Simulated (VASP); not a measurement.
```
CELL_PARAMETERS angstrom
      0.00000     1.76000     1.76000
      1.76000     0.00000     1.76000
      1.76000     1.76000     0.00000
ATOMIC_POSITIONS crystal
  Ni 0.00000 0.00000 0.00000
```
Starting moments (μB, in the order of the record's atoms Ni): 0.8.

The base run (VASP): PBE GGA, plane waves, VASP's PBE PAW potentials (set 64). Numerical set-up: 400 eV cut-off, 16×16×16 Γ-centred mesh, first-order Methfessel-Paxton smearing of 0.10 eV, potentials Ni.

One setting is varied; ΔE counts from the base run. The base run took about 10 core-seconds. Costs are core time on shared hosts, one run each; read them as rough ratios.

Pressures at a finite cut-off, here 400 eV, hold a Pulay part, which wasn't tested here.

```
setting           cost over the base run  electronic steps  ΔE (meV/atom)  pressure (GPa)
----------------  ----------------------  ----------------  -------------  --------------
PREC = Low          within a factor of 2                12           -1.1           -1.11
PREC = Normal       within a factor of 2                12            0.0           -1.26
LASPH = .FALSE.     within a factor of 2                12            2.9           -1.31
PREC = Single       within a factor of 2                12           -0.5           -1.11
base run                       reference                12            0.0           -1.26
ADDGRID = .TRUE.    within a factor of 2                12            0.0           -1.27
LREAL = Auto        within a factor of 2                12           -0.2           -1.31
```

Left out are runs that failed, have no time on record or changed the cell.

The compound is Ni in the fcc structure. The cell was not relaxed at this level.
